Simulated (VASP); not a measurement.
Output of a VASP run:

### OSZICAR
```
...
   6 F= -.28044175E+03 E0= -.28040901E+03  d E =-.472443E-01  mag=     1.0000
       N       E                     dE             d eps       ncg     rms          rms(c)
DAV:   1    -0.280442191163E+03   -0.44438E-03   -0.33295E-02   680   0.337E-01    0.695E-02
RMM:   2    -0.280442404185E+03   -0.21302E-03   -0.24084E-03   644   0.881E-02    0.245E-02
RMM:   3    -0.280442438332E+03   -0.34147E-04   -0.35638E-04   667   0.355E-02    0.125E-02
RMM:   4    -0.280442442132E+03   -0.38000E-05   -0.53598E-05   490   0.139E-02
   7 F= -.28044244E+03 E0= -.28041169E+03  d E =-.479358E-01  mag=     1.0000
       N       E                     dE             d eps       ncg     rms          rms(c)
DAV:   1    -0.280447758911E+03   -0.53206E-02   -0.68223E-01   702   0.154E+00    0.294E-01
RMM:   2    -0.280452296775E+03   -0.45379E-02   -0.51888E-02   644   0.401E-01    0.106E-01
RMM:   3    -0.280452976098E+03   -0.67932E-03   -0.73043E-03   669   0.155E-01    0.567E-02
RMM:   4    -0.280453045333E+03   -0.69235E-04   -0.11074E-03   682   0.579E-02    0.320E-02
RMM:   5    -0.280453061358E+03   -0.16025E-04   -0.20946E-04   680   0.254E-02    0.145E-02
RMM:   6    -0.280453065483E+03   -0.41258E-05   -0.37565E-05   432   0.110E-02
   8 F= -.28045307E+03 E0= -.28042929E+03  d E =-.106234E-01  mag=     1.0000
       N       E                     dE             d eps       ncg     rms          rms(c)
DAV:   1    -0.280453267102E+03   -0.20574E-03   -0.13131E-02   696   0.214E-01    0.398E-02
RMM:   2    -0.280453351875E+03   -0.84774E-04   -0.97208E-04   644   0.548E-02    0.137E-02
RMM:   3    -0.280453364714E+03   -0.12838E-04   -0.13159E-04   625   0.209E-02    0.705E-03
RMM:   4    -0.280453365801E+03   -0.10876E-05   -0.18626E-05   402   0.774E-03
   9 F= -.28045337E+03 E0= -.28042877E+03  d E =-.109237E-01  mag=     1.0000
       N       E                     dE             d eps       ncg     rms          rms(c)
DAV:   1    -0.280457136419E+03   -0.37717E-02   -0.18369E-01   678   0.794E-01    0.165E-01
RMM:   2    -0.280458348734E+03   -0.12123E-02   -0.14718E-02   644   0.217E-01    0.544E-02
RMM:   3    -0.280458537592E+03   -0.18886E-03   -0.21455E-03   662   0.878E-02    0.255E-02
RMM:   4    -0.280458562767E+03   -0.25175E-04   -0.35808E-04   681   0.346E-02    0.134E-02
RMM:   5    -0.280458567843E+03   -0.50763E-05   -0.67320E-05   501   0.150E-02
  10 F= -.28045857E+03 E0= -.28043192E+03  d E =-.520204E-02  mag=     1.0000
       N       E                     dE             d eps       ncg     rms          rms(c)
DAV:   1    -0.280458722024E+03   -0.15926E-03   -0.12040E-02   728   0.203E-01    0.424E-02
RMM:   2    -0.280458802831E+03   -0.80808E-04   -0.98158E-04   644   0.564E-02    0.144E-02
RMM:   3    -0.280458816060E+03   -0.13228E-04   -0.14955E-04   643   0.231E-02    0.721E-03
RMM:   4    -0.280458817575E+03   -0.15148E-05   -0.23130E-05   417   0.917E-03
  11 F= -.28045882E+03 E0= -.28043161E+03  d E =-.545177E-02  mag=     1.0000
       N       E                     dE             d eps       ncg     rms          rms(c)
DAV:   1    -0.280460489406E+03   -0.16733E-02   -0.51470E-02   712   0.425E-01    0.111E-01
RMM:   2    -0.280460633669E+03   -0.14426E-03   -0.35024E-03   644   0.109E-01    0.472E-02
RMM:   3    -0.280460626408E+03    0.72614E-05   -0.52852E-04   651   0.445E-02    0.139E-02
RMM:   4    -0.280460633989E+03   -0.75815E-05   -0.83208E-05   570   0.170E-02
  12 F= -.28046063E+03 E0= -.28043364E+03  d E =-.181641E-02  mag=     1.0000
```

**OUTCAR**
```
------------------------ aborting loop because EDIFF is reached ----------------------------------------
  FORCE on cell =-STRESS in cart. coord.  units (eV):
  Direction    XX          YY          ZZ          XY          YZ          ZX
  --------------------------------------------------------------------------------------
  Total       21.5530450     16.7032707     21.5579727      2.5460140      2.5372893     15.2290135
  in kB       22.3106622     17.2904121     22.3157632      2.6355097      2.6264783     15.7643329
  external PRESSURE =      20.6389458 kB  Pullay stress =       0.0000000 kB
  volume of cell :     1547.77
      direct lattice vectors                 reciprocal lattice vectors
    11.567395522  0.000000000  0.000000000     0.086449884  0.000000000  0.000000000
     0.000000000 11.567395522  0.000000000     0.000000000  0.086449884  0.000000000
     0.000000000  0.000000000 11.567395522     0.000000000  0.000000000  0.086449884
 POSITION                                       TOTAL-FORCE (eV/Angst)
 -----------------------------------------------------------------------------------
      5.78588      0.00956     11.56684         0.008889     -0.007780      0.010335
      7.22216      1.43737      1.45141        -0.011479      0.009961     -0.008863
      8.68224      2.90782      0.00848         0.005934     -0.002401      0.018973
     10.10173      4.32519      1.45885        -0.024561     -0.002776     -0.005954
      8.67963      0.02211      2.89320         0.013346      0.008248      0.009082
     10.10355      1.44098      4.33899        -0.014038      0.007308     -0.015801
      0.00289      0.01829      0.00303         0.012318     -0.004029      0.013719
      1.44199      1.42996      1.44250        -0.013559      0.003530     -0.014809
      2.89049      2.90638     11.56315         0.015972     -0.002540      0.008465
      4.33150      4.31785      1.43432        -0.011845      0.001618     -0.011878
      5.78724      5.80517      0.00225         0.012035     -0.008844      0.015430
      7.22761      7.21385      1.44144        -0.017168      0.002021     -0.016367
      8.67776      8.69248      0.00066         0.014931     -0.006427      0.002034
     10.11885     10.10679      1.44220        -0.014303      0.000223     -0.013012
      2.89088      0.00891      2.89066         0.007838     -0.004560      0.010551
      4.32947      1.41805      4.32949        -0.010944     -0.004799     -0.009967
      5.77006      2.91133      2.90144         0.006939      0.004323      0.016267
      7.20169      4.33232      4.35231         0.001434     -0.002592     -0.014423
      8.66364      5.80683      2.90877         0.010509      0.002188      0.013365
     10.11986      7.21295      4.33125        -0.009466      0.000059     -0.014059
      5.78727      0.01476      5.78756         0.012757      0.000480      0.012194
      7.23080      1.41963      7.23007        -0.012667     -0.007012     -0.014103
      8.66608      2.91647      5.79866         0.010206     -0.002192      0.012007
     10.12271      4.31818      7.22711        -0.007375     -0.002510     -0.012238
      8.68294      0.00976      8.68237         0.015539     -0.007156      0.010012
     10.11912      1.43033     10.11889        -0.012185      0.004742     -0.011786
      0.00088      5.79225     11.56660         0.013148      0.003002      0.013033
      1.45128      7.21288      1.44957        -0.002388     -0.005107     -0.002592
      2.89655      8.69154      0.00387         0.004774     -0.003179      0.025548
      4.33314     10.09065      1.45290        -0.012759     -0.007931     -0.002012
     11.56336      2.90608      2.89178         0.007005     -0.001537      0.015710
      1.43490      4.31712      4.33269        -0.011690      0.003255     -0.014219
      2.89933      5.78204      2.90028         0.018343      0.000525      0.016097
      4.34558      7.19159      4.34902         0.005126     -0.000742     -0.000153
      5.79043      8.68042      2.90625         0.007998      0.001230      0.008698
      7.22830     10.10717      4.33101        -0.011337      0.008095     -0.016077
      0.00090      0.01222      5.78540         0.009170     -0.008887      0.005431
      1.45390      1.43848      7.22211        -0.009372      0.006667     -0.011766
      2.90407      2.91307      5.77136         0.017635     -0.001511      0.002247
      4.35789      4.33185      7.20177        -0.018543      0.004728     -0.001226
      7.20790      7.18765      7.20071        -0.018301      0.002554     -0.007387
      8.66789      8.67932      5.77847         0.014008      0.001796      0.012257
     10.10621     10.08959      7.22895        -0.021956     -0.002049     -0.005713
      2.89382      0.02143      8.68026         0.009679      0.008981      0.013016
      4.33891      1.44037     10.10478        -0.016063      0.006981     -0.015481
      5.80085      2.91496      8.66792         0.009903     -0.001870      0.010283
      7.22807      4.31931     10.12263        -0.009822     -0.002100     -0.005484
      8.66681      5.78545      8.66504         0.013836     -0.001129      0.016401
     10.10395      7.21377     10.10498        -0.016615      0.005431     -0.019053
      0.00582      8.69209      2.89463         0.023893     -0.004057      0.006594
      1.45296     10.09106      4.33354        -0.002515     -0.006154     -0.016497
      0.00269      5.80408      5.78768         0.011271     -0.002835      0.010386
      1.44108      7.21201      7.22964        -0.016064      0.002283     -0.018931
      2.90351      8.68134      5.79404         0.010305     -0.001724      0.005941
      4.33214     10.10628      7.22917        -0.016510      0.009953     -0.010749
      0.00858      2.90705      8.68115         0.019738     -0.001379      0.008543
...
```
(Selected blocks of OUTCAR.)

File POSCAR:
```
Ge63P
1
   11.5673955220     0.0000000000     0.0000000000
    0.0000000000    11.5673955220    -0.0000000000
   -0.0000000000    -0.0000000000    11.5673955220
Ge P
63 1
Direct
  0.5000000000   0.0000000000   0.0000000000
  0.6250000000   0.1250000000   0.1250000000
  0.7500000000   0.2500000000   0.0000000000
  0.8750000000   0.3750000000   0.1250000000
  0.7500000000   0.0000000000   0.2500000000
  0.8750000000   0.1250000000   0.3750000000
  0.0000000000   0.0000000000   0.0000000000
  0.1250000000   0.1250000000   0.1250000000
  0.2500000000   0.2500000000   0.0000000000
  0.3750000000   0.3750000000   0.1250000000
  0.5000000000   0.5000000000   0.0000000000
  0.6250000000   0.6250000000   0.1250000000
  0.7500000000   0.7500000000   0.0000000000
  0.8750000000   0.8750000000   0.1250000000
  0.2500000000   0.0000000000   0.2500000000
  0.3750000000   0.1250000000   0.3750000000
  0.5000000000   0.2500000000   0.2500000000
  0.6207430000   0.3718150000   0.3762840000
  0.7500000000   0.5000000000   0.2500000000
  0.8750000000   0.6250000000   0.3750000000
  0.5000000000   0.0000000000   0.5000000000
  0.6250000000   0.1250000000   0.6250000000
  0.7500000000   0.2500000000   0.5000000000
  0.8750000000   0.3750000000   0.6250000000
  0.7500000000   0.0000000000   0.7500000000
  0.8750000000   0.1250000000   0.8750000000
  0.0000000000   0.5000000000   0.0000000000
  0.1250000000   0.6250000000   0.1250000000
  0.2500000000   0.7500000000   0.0000000000
  0.3750000000   0.8750000000   0.1250000000
  0.0000000000   0.2500000000   0.2500000000
  0.1250000000   0.3750000000   0.3750000000
  0.2500000000   0.5000000000   0.2500000000
  0.3708940000   0.6223350000   0.3729050000
  0.5000000000   0.7500000000   0.2500000000
  0.6250000000   0.8750000000   0.3750000000
  0.0000000000   0.0000000000   0.5000000000
  0.1250000000   0.1250000000   0.6250000000
  0.2500000000   0.2500000000   0.5000000000
  0.3781330000   0.3706750000   0.6216830000
  0.6275250000   0.6223660000   0.6244890000
  0.7500000000   0.7500000000   0.5000000000
  0.8750000000   0.8750000000   0.6250000000
  0.2500000000   0.0000000000   0.7500000000
  0.3750000000   0.1250000000   0.8750000000
  0.5000000000   0.2500000000   0.7500000000
  0.6250000000   0.3750000000   0.8750000000
  0.7500000000   0.5000000000   0.7500000000
  0.8750000000   0.6250000000   0.8750000000
  0.0000000000   0.7500000000   0.2500000000
  0.1250000000   0.8750000000   0.3750000000
  0.0000000000   0.5000000000   0.5000000000
  0.1250000000   0.6250000000   0.6250000000
  0.2500000000   0.7500000000   0.5000000000
  0.3750000000   0.8750000000   0.6250000000
  0.0000000000   0.2500000000   0.7500000000
  0.1250000000   0.3750000000   0.8750000000
  0.2500000000   0.5000000000   0.7500000000
  0.3750000000   0.6250000000   0.8750000000
  0.5000000000   0.7500000000   0.7500000000
  0.6250000000   0.8750000000   0.8750000000
  0.0000000000   0.7500000000   0.7500000000
  0.1250000000   0.8750000000   0.8750000000
  0.4981520000   0.5003520000   0.4965900000
```

Problem. Reconstruct the remaining input files.

Solution. One answer among several that fit: the input of the run itself, PBE GGA, plane waves, VASP's PBE PAW potentials (set 64).

### INCAR
```
# general
SYSTEM =Ge63P
PREC   =Normal
ENCUT  =400
LREAL  =Auto
LASPH  =.True.   # aspherical one-centre terms
ISYM   =0

# electronic loop
EDIFF  =1E-5   # SCF stop (eV)
NELM   =100   # most electronic steps
NELMIN =4
ALGO   =Fast   # Davidson, then RMM-DIIS
LMAXMIX=4   # l cut-off of mixed one-centre charges

# smearing
ISMEAR =0   # Gaussian
SIGMA  =0.05

# functional
GGA    =PE   # PBE

# spin
ISPIN  =2   # spin-polarised
MAGMOM =64*0.0156
NUPDOWN=1

# ions
IBRION =2   # conjugate gradients
NSW    =60   # most ionic steps
ISIF   =2
EDIFFG =-0.03   # ionic stop

# output
LWAVE  =.True.
LCHARG =.False.
LORBIT =10
```

File KPOINTS:
```
Automatic mesh
0
Gamma
1 1 1
0 0 0
```

POTCAR, in this order: Ge P (PBE.64 set). Program: vasp_gam.

The supercell is sampled at Γ alone, which is coarse: total energies, pressure and levels can be off, energies of defects by several tenths of an eV.

The cell is a supercell with a defect, built from Ge (diamond): P_Ge.
